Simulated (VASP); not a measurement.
Here is the system:

```
SrTe
1.0
    0.00000     3.33000     3.33000
    3.33000     0.00000     3.33000
    3.33000     3.33000     0.00000
Sr Te
1 1
Direct
  0.00000   0.00000   0.00000
  0.50000   0.50000   0.50000
```

Level of theory: TPSS meta-GGA, VASP's PBE PAW potentials (set 64) (plane waves; VASP). Run with 520 eV cut-off, 6×6×6 Γ-centred mesh, Gaussian smearing of 0.050 eV, potentials Sr_sv Te.

Energy and stress use the plane-wave basis of the starting cell.

Task: The ions, cell shape and volume are relaxed. Predict the relaxed structure.

Result: 
```
SrTe
1.0
    0.00000     3.35858     3.35858
    3.35858     0.00000     3.35858
    3.35858     3.35858     0.00000
Sr Te
1 1
Cartesian
  0.00000   0.00000   0.00000
  3.35858   3.35858   3.35858
```
Space group Fm-3m (225), at a tolerance of 0.03 Å.

Task: How do energy and volume change from the first to the last step?

Result: The energy (σ→0) changes by -2.6 meV/atom and the volume by +2.6 %, in 3 ionic steps.

The compound is SrTe in the rock salt structure. This run relaxes it. Symmetry was kept, so distortions that lower it aren't found.
